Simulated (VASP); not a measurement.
**Sn2Pb with vdW-DF-cx: from relaxation to properties**

What structure does Sn2Pb take at this level, and what are its properties? The steps: rough relaxation of the start cell, full relaxation (vdW-DF-cx), second relaxation, density, ELF and potential (vdW-DF-cx), band structure (vdW-DF-cx), total and projected DOS (vdW-DF-cx), volume scan with vdW-DF-cx, fit for vdW-DF-cx, zone-centre phonons (vdW-DF-cx) and bands along the symmetry lines (vdW-DF-cx + SOC). The cell is invented: it takes the structure of COD entry 8102994, BaSn2 (space group 164 there), with some of its atoms replaced by other elements, volume scaled by an estimate. It may not be a known or stable phase.

Main program and level: VASP 6.6.1; vdW-DF-cx; plane waves and PAW (Pb_d, Sn_d), in the first sound run; inputs show where later runs differ.

**1. Starting point**

Before any relaxation, the start is as follows. Symmetry: P-3m1, No. 164, trigonal system. The conventional cell has a = 4.158 Å, b = 4.158 Å, c = 4.957 Å, α = 90.00°, β = 90.00°, γ = 120.00°. Nearest to Pb lie 6 Sn at 3.10 Å. Nearest to Sn lie 3 Sn at 2.61 Å and 3 Pb at 3.10 Å. It derives from BaSn2. it takes the structure of COD entry 8102994, BaSn2 (space group 164 there), with some of its atoms replaced by other elements, volume scaled by an estimate. Farther neighbours are not listed.

**2. Rough relaxation of the start cell**

The start is only an estimate, so a cheap relaxation brings it near a minimum before any careful run. vdW-DF-cx takes its exchange from the same plasmon model as its correlation. LUSE_VDW switches on a nonlocal correlation term for dispersion.

Contents of INCAR:

```
SYSTEM = Sn2Pb
PREC = Normal
ENCUT = 400
EDIFF = 1E-05
NELM = 60
ISMEAR = 1
SIGMA = 0.2
LREAL = .FALSE.
ALGO = Fast
GGA = CX
AGGAC = 0
LUSE_VDW = .TRUE.
LASPH = .TRUE.
NBANDS = 27
LORBIT = 11
LWAVE = .FALSE.
LCHARG = .FALSE.
IBRION = 2
NSW = 40
ISIF = 3
EDIFFG = -0.04
```

Contents of POSCAR:

```
Sn2Pb
1.0
    4.1581510000      0.0000000000      0.0000000000
   -2.0790750000      3.6010640000      0.0000000000
    0.0000000000      0.0000000000      4.9572450000
Pb Sn
1 2
Direct
    0.0000000000      0.0000000000      0.5000000000
    0.6666666700      0.3333333300      0.8969400000
    0.3333333300      0.6666666700      0.1030600000
```

Contents of KPOINTS:

```
Automatic mesh
0
Gamma
5 5 4
0 0 0
```

The projector-augmented-wave data sets are Pb_d and Sn_d (PBE family, release 64).

Command:

```console
mpirun -np 1 vasp_std
```

The log of the run:

```text
[banner, memory and clock lines left out]
running    1 mpi-ranks, on    1 nodes
 distrk:  each k-point on    1 cores,    1 groups
 distr:  one band on    1 cores,    1 groups

 POSCAR found type information on POSCAR PbSn
 POSCAR found :  2 types and       3 ions
|                                                                             |
|               ----> ADVICE to this user running VASP <----                  |
|                                                                             |
|     You have switched on vdW-DFT.                                           |
|     This routine was written and supplied by Jiri Klimes. We recommend      |
|     that you carefully read and cite the following publications:            |
|       J. Klimes, D.R. Bowler, A. Michelides                                 |
|          J. Phys.: Cond Matt. 22 022201 (2010)                              |
|       J. Klimes, D.R. Bowler, A. Michelides                                 |
|          Phys. Rev. B. 83, 195131 (2011)                                    |
|     and references therein.                                                 |
|                                                                             |

|                                                                             |
|               ----> ADVICE to this user running VASP <----                  |
|                                                                             |
|     You enforced a specific xc type in the INCAR file but a different       |
|     [... a line on the potential file left out ...]
|     I HOPE YOU KNOW WHAT YOU ARE DOING!                                     |
|                                                                             |

 LDA part: xc-table for (Slater+PW92), standard interpolation
 POSCAR, INCAR and KPOINTS ok, starting setup
 FFT: planning ... GRIDC
 FFT: planning ... GRID_SOFT
 FFT: planning ... GRID
 WAVECAR not read
 entering main loop
       N       E                     dE             d eps       ncg     rms          rms(c)
DAV:   1     0.403887696418E+03    0.40389E+03   -0.18834E+04   918   0.208E+03
DAV:   2     0.425529795868E+02   -0.36133E+03   -0.35643E+03   918   0.490E+02
DAV:   3     0.583837310046E+00   -0.41969E+02   -0.41654E+02  1071   0.180E+02
DAV:   4    -0.986954528838E+00   -0.15708E+01   -0.15679E+01  1081   0.393E+01
DAV:   5    -0.104433607933E+01   -0.57382E-01   -0.57372E-01  1313   0.738E+00    0.416E+00
RMM:   6    -0.882664350893E+00    0.16167E+00   -0.14805E-01   982   0.359E+00    0.237E+00
RMM:   7    -0.847448486395E+00    0.35216E-01   -0.14067E-01   967   0.282E+00    0.455E-01
RMM:   8    -0.846012555387E+00    0.14359E-02   -0.26995E-02  1180   0.169E+00    0.111E-01
RMM:   9    -0.846641325679E+00   -0.62877E-03   -0.88364E-03  1224   0.639E-01    0.714E-02
RMM:  10    -0.846697745953E+00   -0.56420E-04   -0.17251E-03  1221   0.370E-01    0.270E-02
RMM:  11    -0.846757793020E+00   -0.60047E-04   -0.77530E-04  1120   0.171E-01    0.980E-03
RMM:  12    -0.846764662176E+00   -0.68692E-05   -0.12746E-04   928   0.905E-02    0.381E-03
RMM:  13    -0.846767726590E+00   -0.30644E-05   -0.52904E-05   809   0.493E-02
   1 F= -.84676773E+00 E0= -.84462750E+00  d E =-.846768E+00
 curvature:   0.00 expect dE= 0.000E+00 dE for cont linesearch  0.000E+00
 trial: gam= 0.00000 g(F)=  0.387E+00 g(S)=  0.347E+01 ort = 0.000E+00 (trialstep = 0.100E+01)
 search vector abs. value=  0.386E+01
 bond charge predicted
       N       E                     dE             d eps       ncg     rms          rms(c)
DAV:   1    -0.538887317046E+02   -0.53042E+02   -0.25390E+03  1245   0.105E+03    0.416E+01
RMM:   2    -0.923318906589E+01    0.44656E+02   -0.14508E+02  1043   0.148E+02    0.180E+01
RMM:   3    -0.547806317208E+00    0.86854E+01   -0.83329E+01  1055   0.111E+02    0.291E+00
RMM:   4    -0.112566954298E+01   -0.57786E+00   -0.12893E+01  1047   0.314E+01    0.210E+00
RMM:   5    -0.139491322056E+01   -0.26924E+00   -0.44106E+00  1283   0.210E+01    0.221E+00
RMM:   6    -0.144115024577E+01   -0.46237E-01   -0.58760E-01  1323   0.649E+00    0.206E+00
RMM:   7    -0.143304931014E+01    0.81009E-02   -0.11498E-01  1239   0.313E+00    0.122E+00
RMM:   8    -0.139552304881E+01    0.37526E-01   -0.68989E-02   950   0.236E+00    0.185E+00
RMM:   9    -0.138504544068E+01    0.10478E-01   -0.27516E-02  1069   0.152E+00    0.593E-01
RMM:  10    -0.138593187269E+01   -0.88643E-03   -0.68394E-03  1286   0.570E-01    0.620E-01
RMM:  11    -0.138456122475E+01    0.13706E-02   -0.27719E-03  1142   0.507E-01    0.359E-01
RMM:  12    -0.138386625791E+01    0.69497E-03   -0.22325E-03  1032   0.518E-01    0.332E-01
RMM:  13    -0.138404302126E+01   -0.17676E-03   -0.23198E-03  1121   0.454E-01    0.165E-01
RMM:  14    -0.138403470020E+01    0.83211E-05   -0.48416E-04  1264   0.157E-01    0.154E-01
RMM:  15    -0.138407131534E+01   -0.36615E-04   -0.72613E-05   856   0.657E-02    0.164E-01
RMM:  16    -0.138407024874E+01    0.10666E-05   -0.21206E-05   716   0.397E-02
   2 F= -.13840702E+01 E0= -.13813222E+01  d E =-.537303E+00
[... from here on, the cycles between the ionic steps are left out ...]
   3 F= -.17651599E+01 E0= -.17607760E+01  d E =-.918392E+00
   4 F= -.17652668E+01 E0= -.17608787E+01  d E =-.918499E+00
   5 F= -.17918372E+01 E0= -.17874214E+01  d E =-.265703E-01
   6 F= -.18422538E+01 E0= -.18412507E+01  d E =-.769870E-01
   7 F= -.17744768E+01 E0= -.17758046E+01  d E =-.921001E-02
   8 F= -.18483518E+01 E0= -.18487602E+01  d E =-.830850E-01
   9 F= -.18527566E+01 E0= -.18549752E+01  d E =-.440477E-02
  10 F= -.18568529E+01 E0= -.18586259E+01  d E =-.850105E-02
  11 F= -.18566463E+01 E0= -.18581924E+01  d E =-.829451E-02
  12 F= -.18568051E+01 E0= -.18584490E+01  d E =-.845331E-02
  13 F= -.18568342E+01 E0= -.18585080E+01  d E =-.848237E-02
  14 F= -.18568512E+01 E0= -.18585755E+01  d E =-.849938E-02
 curvature:  -1.29 expect dE=-0.290E-02 dE for cont linesearch -0.402E-06
 trial: gam= 0.11984 g(F)=  0.380E-03 g(S)=  0.187E-02 ort =-0.882E-04 (trialstep = 0.159E+01)
 search vector abs. value=  0.259E-02
 bond charge predicted
       N       E                     dE             d eps       ncg     rms          rms(c)
DAV:   1    -0.188582372275E+01   -0.28973E-01   -0.10960E+00  1124   0.868E+00    0.935E-01
RMM:   2    -0.186777917957E+01    0.18045E-01   -0.44542E-02  1008   0.252E+00    0.534E-01
RMM:   3    -0.185883502020E+01    0.89442E-02   -0.13283E-02   983   0.103E+00    0.100E-01
RMM:   4    -0.185892676673E+01   -0.91747E-04   -0.40883E-03  1103   0.607E-01    0.266E-02
RMM:   5    -0.185902987579E+01   -0.10311E-03   -0.11892E-03  1309   0.294E-01    0.296E-02
RMM:   6    -0.185904078829E+01   -0.10913E-04   -0.16714E-04  1106   0.123E-01    0.224E-02
RMM:   7    -0.185904440546E+01   -0.36172E-05   -0.47487E-05   780   0.591E-02
  15 F= -.18590444E+01 E0= -.18610013E+01  d E =-.219321E-02
 trial-energy change:   -0.002193  1 .order   -0.001997   -0.003574   -0.000420
 step:   1.7442(harm=  1.8058)  dis= 0.00208  next Energy=    -1.859064 (dE=-0.221E-02)
 reached required accuracy - stopping structural energy minimisation
```

The job ended after 2.4 min (1 MPI rank of Intel Xeon 6975P-C (Granite Rapids), shared host; peak memory 0.26 GiB).

The logs omit lines about the potential files and the build; timing stands in the text.

OUTCAR, selected parts (step 2):

```text
ion  position               nearest neighbor table
   1  0.000  0.000  0.500-   3 3.10   2 3.10   3 3.10   2 3.10   2 3.10   3 3.10   2 3.83   3 3.83
                             2 3.83   3 3.83   3 3.83   2 3.83
   2  0.667  0.333  0.897-   3 2.61   3 2.61   3 2.61   1 3.10   1 3.10   1 3.10   1 3.83   1 3.83
                             1 3.83
   3  0.333  0.667  0.103-   2 2.61   2 2.61   2 2.61   1 3.10   1 3.10   1 3.10   1 3.83   1 3.83
                             1 3.83

  LATTYP: Found a hexagonal cell.
 ALAT       =     4.1581510000
 C/A-ratio  =     1.1921753202

 Subroutine GETGRP returns: Found 12 space group operations
 (whereof 12 operations were pure point group operations)

The static configuration has the point symmetry D_3d.

 Found     17 irreducible k-points:

   k-points           NKPTS =     17   k-points in BZ     NKDIM =     17   number of bands    NBANDS=     27

   dimension x,y,z NGX =    20 NGY =   20 NGZ =   24
   dimension x,y,z NGXF=    40 NGYF=   40 NGZF=   48

   ENCUT  =  400.0 eV  29.40 Ry    5.42 a.u.   6.78  6.78  8.08*2*pi/ulx,y,z

   NELECT =      42.0000    total number of electrons

 k-points in reciprocal lattice and weights: Automatic mesh
   0.00000000  0.00000000  0.00000000       0.010
   0.20000000 -0.00000000  0.00000000       0.060
   0.40000000 -0.00000000  0.00000000       0.060
   0.20000000  0.20000000  0.00000000       0.060
   0.40000000  0.20000000  0.00000000       0.060
   0.00000000  0.00000000  0.25000000       0.020
   0.20000000 -0.00000000  0.25000000       0.060
   0.00000000  0.20000000  0.25000000       0.060
   0.40000000 -0.00000000  0.25000000       0.060
[...]
0.20000000  0.20000000  0.50000000       0.060
   0.40000000  0.20000000  0.50000000       0.060

 average (electrostatic) potential at core
       1 -90.2799       2 -99.6932       3 -99.6932

 E-fermi :   7.0193

 k-point     1 :       0.0000    0.0000    0.0000
  band No.  band energies     occupation
    ...
     16      -4.2021      2.00000
     17       0.7783      2.00000
     18       2.1932      2.00000
     19       6.7990      2.06539
     20       6.7991      2.06539
     21       7.1422      0.14708
     22       7.1422      0.14707
     23       7.8514     -0.00000
     24       8.3319     -0.00000
     25      12.1075      0.00000
    ...

 k-point     2 :       0.2000   -0.0000    0.0000
  band No.  band energies     occupation
    ...
     17       0.6231      2.00000
     18       2.0973      2.00000
     19       4.6536      2.00000
     20       5.3563      2.00000
     21       6.2756      2.00000
     22       8.9771     -0.00000
     23       9.6585     -0.00000
     24      10.1424     -0.00000
     25      11.4458      0.00000
     26      11.7675      0.00000
    ...

 k-point     3 :       0.4000   -0.0000    0.0000
  band No.  band energies     occupation
    ...
     17      -0.7354      2.00000
     18       1.8346      2.00000
     19       4.4919      2.00000
     20       5.1600      2.00000
     21       5.5778      2.00000
     22       7.3331     -0.04900
     23      10.0576     -0.00000
     24      10.3937     -0.00000
     25      11.1372      0.00000
     26      11.4203      0.00000
    ...

Total vdW correction in eV:      7.2498175

  Total        0.0332565      0.0332565     -0.0136556      0.0000000      0.0000000      0.0000000
  in kB        0.6052390      0.6052389     -0.2485210      0.0000001      0.0000000      0.0000000
  external PRESSURE =       0.3206523 kB  Pullay stress =       0.0000000 kB

  energy-cutoff  :      400.00
  volume of cell :       88.04
      direct lattice vectors                 reciprocal lattice vectors
     4.528972430  0.000000052  0.000000000     0.220800636  0.127479291 -0.000000000
    -2.264485625  3.922204644  0.000000000    -0.000000003  0.254958648 -0.000000000
     0.000000000  0.000000000  4.955982596    -0.000000000 -0.000000000  0.201776334

 POSITION                                       TOTAL-FORCE (eV/Angst)
 -----------------------------------------------------------------------------------
      0.00000      0.00000      2.47799        -0.000000     -0.000000      0.000000
      2.26449      1.30740      4.25353         0.000000      0.000000      0.026611
      0.00000      2.61480      0.70245        -0.000000     -0.000000     -0.026611
 -----------------------------------------------------------------------------------
    total drift:                                0.000000      0.000000      0.000000

  FREE ENERGIE OF THE ION-ELECTRON SYSTEM (eV)
  ---------------------------------------------------
  free  energy   TOTEN  =        -1.8590444055 eV

  energy  without entropy=       -1.8649151956  energy(sigma->0) =       -1.86100134

Total vdW correction in eV:      7.2497510

 reached required accuracy - stopping structural energy minimisation

 total charge
# of ion       s       p       d       tot
------------------------------------------
    1        1.364   0.784   9.813  11.960
    2        1.225   1.060   9.968  12.252
    3        1.225   1.060   9.968  12.252
--------------------------------------------------
tot          3.814   2.903  29.749  36.465

[... 3 further parts left out ...]
```

The k-mesh is coarse for a metal. This relaxation is a rough one on cheap settings, only to bring the start near its minimum. The PAW data sets were made with PBE, which is usual practice but a small mismatch for other functionals. After so large a change of volume the plane waves of the start cell no longer fit, so the final stress carries a basis-set error. The run keeps the 12 symmetry operations of its start, so it cannot find a distortion of lower symmetry.

The steps of the relaxation:

| step | energy less that of the first step (eV) | largest force (eV/Å) | pressure (GPa) | volume (Å³) |
| --- | --- | --- | --- | --- |
| 1 | 0.0000 | 2.0036 | 18.03 | 74.23 |
| 2 | -0.5373 | 0.0198 | -6.10 | 108.26 |
| 3 | -0.9184 | 0.5174 | -0.68 | 91.84 |
| 4 | -0.9185 | 0.5412 | -0.38 | 91.47 |
| 5 | -0.9451 | 0.4237 | -0.37 | 90.61 |
| 6 | -0.9955 | 0.1671 | -0.12 | 88.07 |
| 7 | -0.9277 | 0.3963 | 3.05 | 83.06 |
| 8 | -1.0016 | 0.0488 | 0.89 | 86.74 |
| 9 | -1.0060 | 0.1116 | -1.67 | 89.49 |
| 10 | -1.0101 | 0.0513 | -0.61 | 88.43 |
| 11 | -1.0099 | 0.0276 | -0.02 | 88.09 |
| 12 | -1.0100 | 0.0552 | -0.12 | 88.23 |
| 13 | -1.0101 | 0.0553 | -0.07 | 88.27 |
| 14 | -1.0101 | 0.0628 | -0.17 | 88.35 |
| 15 | -1.0123 | 0.0266 | 0.03 | 88.04 |

| conventional cell, symmetrised | before | after | change |
| --- | --- | --- | --- |
| a (Å) | 4.158 | 4.529 | +8.9 % |
| b (Å) | 4.158 | 4.529 | +8.9 % |
| c (Å) | 4.957 | 4.956 | -0.0 % |
| volume (Å³/atom) | 24.74 | 29.35 | +18.6 % |

The atoms that moved most (Å, as changes of fractional coordinates times the final cell):

| atom | dx | dy | dz | length |
| --- | --- | --- | --- | --- |
| Sn3 | 0.000 | 0.000 | 0.192 | 0.192 |
| Sn2 | 0.000 | 0.000 | -0.192 | 0.192 |

The relaxed structure:

```
Pb Sn
1.0
     4.52897    0.00000    0.00000
    -2.26449    3.92220    0.00000
     0.00000    0.00000    4.95598
Pb Sn
1 2
Direct
  0.00000 0.00000 0.50000
  0.66667 0.33333 0.85826
  0.33333 0.66667 0.14174
```

This step gave:

- electrons: 42
- bands: 27
- irreducible k-points: 17
- symmetry operations: 12
- free energy (TOTEN): -1.859 eV
- energy at zero smearing: -1.861 eV
- Fermi energy: 7.019 eV
- pressure: 0.03207 GPa
- metallic: yes
- SCF cycles over all ionic steps: 137

It ends with a largest force of 0.027 eV/Å and a pressure of 0.03 GPa.

(Continued in part 2 of 7.)

[Lines on the potential files, build, host, timing and source positions are cut from VASP's logs without a mark.]

[Logs are printed without paths, hosts, clocks, repeated set-up lines and the standing remarks that a program may print on its own settings, such as how far it seeks lower states.]

[Hosts, paths, dates, database ids (printed as entryN), source tags and the programs' standing remarks are cut or masked in the printed files.]

[A measured line is paired with the nearest computed mode of its activity, which favours agreement.]
